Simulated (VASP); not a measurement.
```
CELL_PARAMETERS angstrom
      0.00000     2.74248     2.74248
      2.74248     0.00000     2.74248
      2.74248     2.74248     0.00000
ATOMIC_POSITIONS crystal
  Cd 0.00000 0.00000 0.00000
  F  0.25000 0.25000 0.25000
  F  0.75000 0.75000 0.75000
```

Method: r2SCAN+rVV10, VASP's PBE PAW potentials (set 64) (plane waves; VASP). Settings: 520 eV cut-off, 7×7×7 Γ-centred mesh, Gaussian smearing of 0.050 eV, potentials Cd F.

Problem. Estimate the energy per atom (σ→0), pressure.

Solution. 
| Quantity | Value |
|---|---|
| energy per atom (σ→0) | -1055.2 kJ/mol-atom |
| pressure | -5.86 GPa |

The absolute energy has meaning only against runs of the same code, potentials and settings.

The compound is CdF2 in the fluorite structure. This cell is one point of a volume scan, at 1.06 of the reference volume.
